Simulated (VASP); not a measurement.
The input files of a VASP run:

INCAR:
```
SYSTEM = CeO2
PREC = Accurate
ENCUT = 400
EDIFF = 1E-6
NELM = 100
ALGO = Normal
LREAL = .FALSE.
LASPH = .TRUE.
ISMEAR = -1
SIGMA = 0.05
GGA = PE
LMAXMIX = 6
LWAVE = .FALSE.
LCHARG = .FALSE.
ISIF = 2
LSORBIT = .TRUE.
LNONCOLLINEAR = .TRUE.
MAGMOM = 0.0 0.0 0.0 0.0 0.0 0.0 0.0 0.0 0.0
GGA_COMPAT = .FALSE.
LORBIT = 11
```

KPOINTS:
```
kpoints
0
G
 9 9 9
```

POSCAR:
```
CeO2
1.0
  0.0000000000   2.7128440000   2.7128440000
  2.7128440000   0.0000000000   2.7128440000
  2.7128440000   2.7128440000   0.0000000000
Ce O
1 2
Cartesian
  0.0000000000   0.0000000000   0.0000000000
  1.3564220000   1.3564220000   1.3564220000
  4.0692660000   4.0692660000   4.0692660000
```

POTCAR, in this order: Ce O (PBE.64 set). Program: vasp_ncl.

Problem. Translate this PBE+SOC calculation to Ansatz.

Solution. One equivalent input (not run):
Ansatz 0.2 input:
```yaml
crystal:
  lattice:
    - [0.0000000, 2.7128440, 2.7128440]
    - [2.7128440, 0.0000000, 2.7128440]
    - [2.7128440, 2.7128440, 0.0000000]
  atoms:
    - { symbol: Ce, position: [0.0000000, 0.0000000, 0.0000000] }
    - { symbol: O, position: [0.2500000, 0.2500000, 0.2500000] }
    - { symbol: O, position: [0.7500000, 0.7500000, 0.7500000] }
kpoints:
  mp_grid: { grid: [9, 9, 9] }
hamiltonian:
  xc: pbe
  pseudopotentials: { kind: paw }
magnetization: { noncollinear: true, spin_orbit: true }
scf:
  occupations: { method: fermi_dirac, width: 0.05 }
  max_iter: 100
output: { forces: true, stress: true, eigenvalues: true }
```
What does not carry over: each code has its own PAW files, so the cut-off isn't converted (ENCUT is set for VASP's; basis.ecutwfc is left out, and Ansatz then takes the one that its files recommend); Ansatz stops its SCF on the density residual and VASP on the energy change (EDIFF).

The structure is a typed CeO2 crystal (Fm-3m). The cell was not relaxed at this level. The run is one of a series of settings (GGA_COMPAT = .FALSE., LNONCOLLINEAR = .TRUE., LSORBIT = .TRUE., MAGMOM = 0.0 0.0 0.0 0.0 0.0 0.0 0.0 0.0 0.0, program vasp_ncl against the base run), some of them coarse on purpose.
